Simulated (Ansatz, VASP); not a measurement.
## Li5Os in VASP and in Ansatz

File INCAR:

```
  PREC = Accurate
  ENCUT = 600
  EDIFF = 1E-6
  ISMEAR = 0
  SIGMA = 0.1
  LREAL = F
  LASPH = T
  NELM = 100
  ALGO = Normal
  ISIF = 3
  LWAVE = F
  LCHARG = F
  GGA = PE
  IBRION = 2
  NSW = 100
  EDIFFG = -0.01
```

The input KPOINTS:

```
Automatic mesh
0
Gamma
  18 18 4
```

The input POSCAR:

```
Li5Os
1.0
    2.7176001623      0.0000000000      0.0000000000
   -1.3588000811      2.3535107779      0.0000000000
    0.0000000000      0.0000000000     14.8210661195
Li Os
5 1
Direct
    0.0000000000      0.0000000000      0.6722664275
    0.3333333333      0.6666666667      0.8511120987
    0.3333333333      0.6666666667      0.1488879013
    0.0000000000      0.0000000000      0.3277335725
    0.6666666667      0.3333333333      0.5000000000
    0.6666666667      0.3333333333      0.0000000000
```

Input for Ansatz:

```yaml
crystal:
  lattice:
    - [2.7176001623, 0.0, 0.0]
    - [-1.3588000811, 2.3535107779, 0.0]
    - [0.0, 0.0, 14.8210661195]
  atoms:
    - { symbol: Li, position: [0.0, 0.0, 0.6722664275] }
    - { symbol: Li, position: [0.3333333333, 0.6666666667, 0.8511120987] }
    - { symbol: Li, position: [0.3333333333, 0.6666666667, 0.1488879013] }
    - { symbol: Li, position: [0.0, 0.0, 0.3277335725] }
    - { symbol: Li, position: [0.6666666667, 0.3333333333, 0.5] }
    - { symbol: Os, position: [0.6666666667, 0.3333333333, 0.0] }
basis:
  ecutwfc: 420
kpoints:
  mp_grid: { grid: [18, 18, 4] }
hamiltonian:
  xc: pbe
scf:
  occupations: { method: gaussian, width: 0.1 }
output:
  forces: true
  stress: true
  eigenvalues: true
  write_density: true
  write_potential: true
  elf: true
  volumetric_format: npy
relax:
  adjacent_minimum: "off"
  f_tol: 0.01
  max_steps: 80
  cell: { stress_tol: 0.05 }
```

Alike in both runs: task relaxation of cell and atoms; functional PBE; k mesh 18 × 18 × 4; occupations gaussian, width 0.1 eV; no spin polarisation.

```csv
,VASP,Ansatz
version,VASP 6.6.1,Ansatz 0.2.0
potentials or method,"VASP PAW PBE potentials, release 64 (Li_sv, Os)","scalar-relativistic, plane waves, PAW"
plane-wave cutoff (eV),600,420
valence electrons in the cell,23,31
```

```tsv
	VASP	Ansatz	Ansatz less VASP
gap on the k mesh at the Fermi level, each at its own relaxed structure (eV)	none	none	-
relaxed volume (Å³/atom)	15.75	15.81	+0.058
relaxed cell length with the largest relative difference (Å)	14.777	14.802	+0.0252
```

A gap of «none» marks a metal or a gap that the smearing closes. The two sets of potentials don't hold the same shells in valence.

Caveats: the cutoff is under 1.25 times the usual one of these potentials, so pressure, stress and relaxed cells hold a basis-set (Pulay) error (VASP). Spin-orbit coupling is left out, which matters for the levels of Os.
